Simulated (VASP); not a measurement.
Method: AM05 GGA, VASP's PBE PAW potentials (set 64) (plane waves; VASP 6.6.1).

VASP input:

**INCAR**
```
SYSTEM=ZnSe
PREC=Accurate; ENCUT=520; LREAL=.False.
LASPH=.True.
EDIFF=1E-7; NELM=100; ALGO=Normal
LMAXMIX=4
ISMEAR=-5
GGA=AM
ISIF=2
LWAVE=.False.; LCHARG=.True.; LORBIT=11
NEDOS=601
```

File KPOINTS:
```
kpoints
0
G
9 9 9
```

### POSCAR
```
ZnSe
1
    0.0000000000     2.8287087218     2.8287087218
    2.8287087218     0.0000000000     2.8287087218
    2.8287087218     2.8287087218     0.0000000000
Zn Se
1 1
Direct
  0.0000000000   0.0000000000   0.0000000000
  0.2500000000   0.2500000000   0.2500000000
```

POTCAR, in this order: Zn Se (PBE.64 set). Program: vasp_std.

Problem. Predict the energy per atom (σ→0), band gap (on the k-mesh).

Solution. 
The energy per atom (σ→0) is -3.157 eV/atom and the band gap (on the k-mesh) comes out as 1.30 eV.

### OSZICAR
```
...
DAV:   8    -0.631332315049E+01    0.73267E-03   -0.44844E-03  1068   0.694E-01    0.463E-01
DAV:   9    -0.631357647743E+01   -0.25333E-03   -0.11840E-03  1028   0.327E-01    0.683E-02
DAV:  10    -0.631370802354E+01   -0.13155E-03   -0.23012E-04  1008   0.160E-01    0.189E-02
DAV:  11    -0.631372334668E+01   -0.15323E-04   -0.45416E-05  1028   0.744E-02    0.685E-03
DAV:  12    -0.631372494077E+01   -0.15941E-05   -0.83175E-06  1040   0.214E-02    0.456E-03
DAV:  13    -0.631372542250E+01   -0.48173E-06   -0.13139E-06   940   0.109E-02    0.108E-03
DAV:  14    -0.631372547612E+01   -0.53625E-07   -0.89289E-08   872   0.559E-03
   1 F= -.63137255E+01 E0= -.63137255E+01  d E =0.000000E+00
```

The compound is ZnSe in the zinc blende structure. It was relaxed first.
